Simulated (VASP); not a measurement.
# Quasiparticle energies of SiC in VASP, part 3 of 4

Wanted: how far GW moves the Kohn-Sham levels of SiC. The cell has space group P6_3mc, a computed entry that need not be the common form of this compound. The start is a computed cell from the Materials Project.

VASP 6.6.1, plane waves and PAW; the level of theory is named at each step.

So far. Step 3 (Ground state): The cell has a gap of 2.22 eV on mesh and path and a pressure of +2.8 GPa, which holds the misfit of the given cell and coordinates with this functional, and any error of cutoff, mesh and data sets. Step 4 (Empty bands): WAVECAR now holds 348 bands for 32 electrons. Its independent-particle dielectric tensor has xx, yy, zz = 7.7, 7.7, 7.6 on this mesh, which isn't tested for convergence in mesh or bands and lacks local fields.

### Step 5. evGW0

This step: evGW0 on PBE; plane waves and PAW (Si_GW, C_GW) (VASP 6.6.1).

The lowest NBANDSGW levels in G are updated for four passes while W stays fixed, so the result depends less on the starting levels.

Contents of INCAR:

```
SYSTEM = SiC
PREC = Accurate
ENCUT = 440
ISMEAR = 0
SIGMA = 0.01
LREAL = .FALSE.
GGA = PE
NBANDS = 348
ALGO = EVGW0
NELMGW = 4
ENCUTGW = 150
NOMEGA = 48
PRECFOCK = Fast
NBANDSGW = 24
LWAVE = .FALSE.
LCHARG = .FALSE.
```

Contents of POSCAR:

```
SiC
1.0
    3.0756941497      0.0000000000      0.0000000000
   -1.5378470748      2.6636292679      0.0000000000
    0.0000000000      0.0000000000     10.0706464800
Si C
4 4
Direct
    0.0000000000      0.0000000000      0.1878943800
    0.0000000000      0.0000000000      0.6878943800
    0.3333333333      0.6666666667      0.4378419800
    0.6666666667      0.3333333333      0.9378419800
    0.0000000000      0.0000000000      0.0004600500
    0.0000000000      0.0000000000      0.5004600500
    0.3333333333      0.6666666667      0.2498025900
    0.6666666667      0.3333333333      0.7498025900
```

Contents of KPOINTS:

```
Automatic mesh
0
Gamma
6 6 2
0 0 0
```

The projector-augmented-wave data sets are Si_GW and C_GW (PBE family, release 64).

Launch:

```console
mpirun -np 4 vasp_std
```

The log of the run:

```text
[banner, memory and clock lines left out]
running    4 mpi-ranks, on    1 nodes
 distrk:  each k-point on    4 cores,    1 groups
 distr:  one band on    1 cores,    4 groups

 POSCAR found type information on POSCAR SiC
 POSCAR found :  2 types and       8 ions
|                                                                             |
|           W    W    AA    RRRRR   N    N  II  N    N   GGGG   !!!           |
|           W    W   A  A   R    R  NN   N  II  NN   N  G    G  !!!           |
|           W    W  A    A  R    R  N N  N  II  N N  N  G       !!!           |
|           W WW W  AAAAAA  RRRRR   N  N N  II  N  N N  G  GGG   !            |
|           WW  WW  A    A  R   R   N   NN  II  N   NN  G    G                |
|           W    W  A    A  R    R  N    N  II  N    N   GGGG   !!!           |
|                                                                             |
|     The default for ENCUTGWSOFT is different in this version of VASP.       |
|     please manually set ENCUTGWSOFT =150 in the INCAR file.                 |
|                                                                             |

 LDA part: xc-table for (Slater+PW92), standard interpolation
 found WAVECAR, reading the header
 POSCAR, INCAR and KPOINTS ok, starting setup
 FFT: planning ... GRIDC
 FFT: planning ... GRID_SOFT
 FFT: planning ... GRID
 reading WAVECAR
 the WAVECAR file was read successfully
 initial charge from wavefunction
 available memory per node:     59.00 GB, setting MAXMEM to     60417

 The Fermi energy was updated, please check that it is located mid-gap
 values below the HOMO (VB) or above the LUMO (CB) will cause erroneous energies
 E-fermi :   8.9891

 calculate exact exchange contribution
 the WAVEDER file was read successfully
energies w=
    0.000    0.000    0.786    0.000    1.569    0.000    2.345    0.000
    3.113    0.000    3.870    0.000    4.614    0.000    5.346    0.000
    6.063    0.000    6.767    0.000    7.459    0.000    8.139    0.000
    8.810    0.000    9.473    0.000   10.129    0.000   10.782    0.000
   11.434    0.000   12.088    0.000   12.745    0.000   13.410    0.000
   14.085    0.000   14.775    0.000   15.483    0.000   16.214    0.000
   16.973    0.000   17.766    0.000   18.599    0.000   19.480    0.000
   20.419    0.000   21.427    0.000   22.518    0.000   23.706    0.000
   25.015    0.000   26.467    0.000   28.098    0.000   29.949    0.000
   32.076    0.000   34.556    0.000   37.491    0.000   41.029    0.000
   45.385    0.000   50.888    0.000   58.061    0.000   67.797    0.000
   81.749    0.000  103.365    0.000  141.211    0.000  224.140    0.000
 responsefunction array rank=     364
 LDA part: xc-table for (Slater+PW92), standard interpolation

 min. memory requirement per mpi rank    467.6 MB, per node   1870.5 MB

 allocating  12 responsefunctions rank=   364
 shmem allocating  48 responsefunctions rank=   364
 response function shared by NCSHMEM nodes    1
 Doing           12  frequencies on each core in blocks of           48
NQ=   1    0.0000    0.0000    0.0000,
|.........|.........|.........|.........|.........|.........|.........|.........
 performed        998000 updates of chi_q(r,r)
 total number of BLAS operations        918.25 Gflops
NQ=   2    0.1667   -0.0000    0.0000,
|.........|.........|.........|.........|.........|.........|.........|.........
 performed       2664000 updates of chi_q(r,r)
 total number of BLAS operations       2468.92 Gflops
NQ=   3    0.3333    0.0000    0.0000,
|.........|.........|.........|.........|.........|.........|.........|.........
 performed       4330000 updates of chi_q(r,r)
 total number of BLAS operations       4001.46 Gflops
NQ=   4    0.5000    0.0000    0.0000,
|.........|.........|.........|.........|.........|.........|.........|.........
 performed       5696000 updates of chi_q(r,r)
 total number of BLAS operations       5340.40 Gflops
NQ=   5    0.1667    0.1667    0.0000,
|.........|.........|.........|.........|.........|.........|.........|.........
 performed       7463000 updates of chi_q(r,r)
 total number of BLAS operations       7003.65 Gflops
NQ=   6    0.3333    0.1667    0.0000,
|.........|.........|.........|.........|.........|.........|.........|.........
 performed       9430000 updates of chi_q(r,r)
 total number of BLAS operations       8866.37 Gflops
NQ=   7    0.3333    0.3333    0.0000,
|.........|.........|.........|.........|.........|.........|.........|.........
 performed      10595000 updates of chi_q(r,r)
 total number of BLAS operations      10095.32 Gflops
NQ=   8    0.0000    0.0000    0.5000,
|.........|.........|.........|.........|.........|.........|.........|.........
 performed      11593000 updates of chi_q(r,r)
 total number of BLAS operations      10976.04 Gflops
NQ=   9    0.1667   -0.0000    0.5000,
|.........|.........|.........|.........|.........|.........|.........|.........
 performed      13259000 updates of chi_q(r,r)
 total number of BLAS operations      12481.57 Gflops
NQ=  10    0.3333    0.0000    0.5000,
|.........|.........|.........|.........|.........|.........|.........|.........
 performed      14925000 updates of chi_q(r,r)
 total number of BLAS operations      14059.65 Gflops
NQ=  11    0.5000    0.0000    0.5000,
|.........|.........|.........|.........|.........|.........|.........|.........
 performed      16291000 updates of chi_q(r,r)
 total number of BLAS operations      15383.34 Gflops
NQ=  12    0.1667    0.1667    0.5000,
|.........|.........|.........|.........|.........|.........|.........|.........
 performed      18058000 updates of chi_q(r,r)
 total number of BLAS operations      17115.16 Gflops
NQ=  13    0.3333    0.1667    0.5000,
|.........|.........|.........|.........|.........|.........|.........|.........
 performed      20025000 updates of chi_q(r,r)
 total number of BLAS operations      19043.42 Gflops
NQ=  14    0.3333    0.3333    0.5000,
|.........|.........|.........|.........|.........|.........|.........|.........
 performed      21190000 updates of chi_q(r,r)
 total number of BLAS operations      20172.91 Gflops
 resolving degeneracies of screened two electron integrals

 calculate QP shifts <psi_nk| G(iteration)W_0 |psi_nk>: iteration 1
 allocating  12 responsefunctions rank=   364
 shmem allocating  48 responsefunctions rank=   364
 response function shared by NCSHMEM nodes    1
 Doing           12  frequencies on each core in blocks of           48
NQ=   1    0.0000    0.0000    0.0000,
|.........|.........|.........|.........|.........|.........|.........|.........
 performed        998000 updates of chi_q(r,r)
[...]
total number of BLAS operations      12481.57 Gflops
NQ=  10    0.3333    0.0000    0.5000,
|.........|.........|.........|.........|.........|.........|.........|.........
 performed      14925000 updates of chi_q(r,r)
 total number of BLAS operations      14059.65 Gflops
NQ=  11    0.5000    0.0000    0.5000,
|.........|.........|.........|.........|.........|.........|.........|.........
 performed      16291000 updates of chi_q(r,r)
 total number of BLAS operations      15383.34 Gflops
NQ=  12    0.1667    0.1667    0.5000,
|.........|.........|.........|.........|.........|.........|.........|.........
 performed      18058000 updates of chi_q(r,r)
 total number of BLAS operations      17115.16 Gflops
NQ=  13    0.3333    0.1667    0.5000,
|.........|.........|.........|.........|.........|.........|.........|.........
 performed      20025000 updates of chi_q(r,r)
 total number of BLAS operations      19043.42 Gflops
NQ=  14    0.3333    0.3333    0.5000,
|.........|.........|.........|.........|.........|.........|.........|.........
 performed      21190000 updates of chi_q(r,r)
 total number of BLAS operations      20172.91 Gflops
 resolving degeneracies of screened two electron integrals

 calculate QP shifts <psi_nk| G(iteration)W_0 |psi_nk>: iteration 2
 allocating  12 responsefunctions rank=   364
 shmem allocating  48 responsefunctions rank=   364
 response function shared by NCSHMEM nodes    1
 Doing           12  frequencies on each core in blocks of           48
NQ=   1    0.0000    0.0000    0.0000,
|.........|.........|.........|.........|.........|.........|.........|.........
 performed        998000 updates of chi_q(r,r)
 total number of BLAS operations        918.25 Gflops
NQ=   2    0.1667   -0.0000    0.0000,
|.........|.........|.........|.........|.........|.........|.........|.........
 performed       2664000 updates of chi_q(r,r)
 total number of BLAS operations       2468.92 Gflops
NQ=   3    0.3333    0.0000    0.0000,
|.........|.........|.........|.........|.........|.........|.........|.........
 performed       4330000 updates of chi_q(r,r)
 total number of BLAS operations       4001.46 Gflops
NQ=   4    0.5000    0.0000    0.0000,
|.........|.........|.........|.........|.........|.........|.........|.........
 performed       5696000 updates of chi_q(r,r)
 total number of BLAS operations       5340.40 Gflops
NQ=   5    0.1667    0.1667    0.0000,
|.........|.........|.........|.........|.........|.........|.........|.........
 performed       7463000 updates of chi_q(r,r)
 total number of BLAS operations       7003.65 Gflops
NQ=   6    0.3333    0.1667    0.0000,
|.........|.........|.........|.........|.........|.........|.........|.........
 performed       9430000 updates of chi_q(r,r)
 total number of BLAS operations       8866.37 Gflops
NQ=   7    0.3333    0.3333    0.0000,
|.........|.........|.........|.........|.........|.........|.........|.........
 performed      10595000 updates of chi_q(r,r)
 total number of BLAS operations      10095.32 Gflops
NQ=   8    0.0000    0.0000    0.5000,
|.........|.........|.........|.........|.........|.........|.........|.........
 performed      11593000 updates of chi_q(r,r)
 total number of BLAS operations      10976.04 Gflops
NQ=   9    0.1667   -0.0000    0.5000,
|.........|.........|.........|.........|.........|.........|.........|.........
 performed      13259000 updates of chi_q(r,r)
 total number of BLAS operations      12481.57 Gflops
NQ=  10    0.3333    0.0000    0.5000,
|.........|.........|.........|.........|.........|.........|.........|.........
 performed      14925000 updates of chi_q(r,r)
 total number of BLAS operations      14059.65 Gflops
NQ=  11    0.5000    0.0000    0.5000,
|.........|.........|.........|.........|.........|.........|.........|.........
 performed      16291000 updates of chi_q(r,r)
 total number of BLAS operations      15383.34 Gflops
NQ=  12    0.1667    0.1667    0.5000,
|.........|.........|.........|.........|.........|.........|.........|.........
 performed      18058000 updates of chi_q(r,r)
 total number of BLAS operations      17115.16 Gflops
NQ=  13    0.3333    0.1667    0.5000,
|.........|.........|.........|.........|.........|.........|.........|.........
 performed      20025000 updates of chi_q(r,r)
 total number of BLAS operations      19043.42 Gflops
NQ=  14    0.3333    0.3333    0.5000,
|.........|.........|.........|.........|.........|.........|.........|.........
 performed      21190000 updates of chi_q(r,r)
 total number of BLAS operations      20172.91 Gflops
 resolving degeneracies of screened two electron integrals

 calculate QP shifts <psi_nk| G(iteration)W_0 |psi_nk>: iteration 3
 allocating  12 responsefunctions rank=   364
 shmem allocating  48 responsefunctions rank=   364
 response function shared by NCSHMEM nodes    1
 Doing           12  frequencies on each core in blocks of           48
NQ=   1    0.0000    0.0000    0.0000,
|.........|.........|.........|.........|.........|.........|.........|.........
 performed        998000 updates of chi_q(r,r)
 total number of BLAS operations        918.25 Gflops
NQ=   2    0.1667   -0.0000    0.0000,
|.........|.........|.........|.........|.........|.........|.........|.........
 performed       2664000 updates of chi_q(r,r)
 total number of BLAS operations       2468.92 Gflops
NQ=   3    0.3333    0.0000    0.0000,
|.........|.........|.........|.........|.........|.........|.........|.........
 performed       4330000 updates of chi_q(r,r)
 total number of BLAS operations       4001.46 Gflops
NQ=   4    0.5000    0.0000    0.0000,
|.........|.........|.........|.........|.........|.........|.........|.........
 performed       5696000 updates of chi_q(r,r)
 total number of BLAS operations       5340.40 Gflops
NQ=   5    0.1667    0.1667    0.0000,
|.........|.........|.........|.........|.........|.........|.........|.........
 performed       7463000 updates of chi_q(r,r)
 total number of BLAS operations       7003.65 Gflops
NQ=   6    0.3333    0.1667    0.0000,
|.........|.........|.........|.........|.........|.........|.........|.........
 performed       9430000 updates of chi_q(r,r)
 total number of BLAS operations       8866.37 Gflops
NQ=   7    0.3333    0.3333    0.0000,
|.........|.........|.........|.........|.........|.........|.........|.........
 performed      10595000 updates of chi_q(r,r)
 total number of BLAS operations      10095.32 Gflops
NQ=   8    0.0000    0.0000    0.5000,
|.........|.........|.........|.........|.........|.........|.........|.........
 performed      11593000 updates of chi_q(r,r)
 total number of BLAS operations      10976.04 Gflops
NQ=   9    0.1667   -0.0000    0.5000,
|.........|.........|.........|.........|.........|.........|.........|.........
 performed      13259000 updates of chi_q(r,r)
 total number of BLAS operations      12481.57 Gflops
NQ=  10    0.3333    0.0000    0.5000,
|.........|.........|.........|.........|.........|.........|.........|.........
 performed      14925000 updates of chi_q(r,r)
 total number of BLAS operations      14059.65 Gflops
NQ=  11    0.5000    0.0000    0.5000,
|.........|.........|.........|.........|.........|.........|.........|.........
 performed      16291000 updates of chi_q(r,r)
 total number of BLAS operations      15383.34 Gflops
NQ=  12    0.1667    0.1667    0.5000,
|.........|.........|.........|.........|.........|.........|.........|.........
 performed      18058000 updates of chi_q(r,r)
 total number of BLAS operations      17115.16 Gflops
NQ=  13    0.3333    0.1667    0.5000,
|.........|.........|.........|.........|.........|.........|.........|.........
 performed      20025000 updates of chi_q(r,r)
 total number of BLAS operations      19043.42 Gflops
NQ=  14    0.3333    0.3333    0.5000,
|.........|.........|.........|.........|.........|.........|.........|.........
 performed      21190000 updates of chi_q(r,r)
 total number of BLAS operations      20172.91 Gflops
 resolving degeneracies of screened two electron integrals

 calculate QP shifts <psi_nk| G(iteration)W_0 |psi_nk>: iteration 4
 entering main loop
```

Wall time 18 min (4 MPI ranks of Intel Xeon 6975P-C (Granite Rapids), shared host); peak memory 2 GiB; 69 min of CPU time.

(Part 3 of 4 ends here.)

[Lines on the potential files, build, host, timing and source positions are cut from VASP's logs without a mark.]

[Logs are printed without paths, hosts, clocks, repeated set-up lines and the standing remarks that a program may print on its own settings, such as how far it seeks lower states.]

[Hosts, paths, dates, database ids (printed as entryN), source tags and the programs' standing remarks are cut or masked in the printed files.]

[Pressures printed for these runs are not shown converged in the cutoff: they can be off by several GPa and have the wrong sign.]
